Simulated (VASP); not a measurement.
Energy against volume of Cu₂O (cuprite). All values below come from revPBE GGA, VASP's PBE PAW potentials (set 64) (plane waves; VASP 6.6.1). Run with 520 eV cut-off, 5×5×5 Γ-centred mesh, Gaussian smearing of 0.050 eV, potentials Cu O.

```csv
V (Å³/atom),E (eV/atom)
12.872,-4.17720
13.282,-4.19112
13.693,-4.19579
14.104,-4.19273
```

### Question
Fit these four points and predict the energy of the run at 14.515 Å³/atom.

### Answer
A cubic in V^(−2/3), the third-order Birch-Murnaghan form, passes through the four points with V0 = 13.72 Å³/atom and B0 = 99 GPa, and gives -4.1833 eV/atom there. The run gave -4.1831 eV/atom, +0.2 meV/atom from the fit; all five points give B0 = 100 GPa.

The compound is Cu2O in the cuprite structure. It was relaxed first, which changed the volume by +6 %.
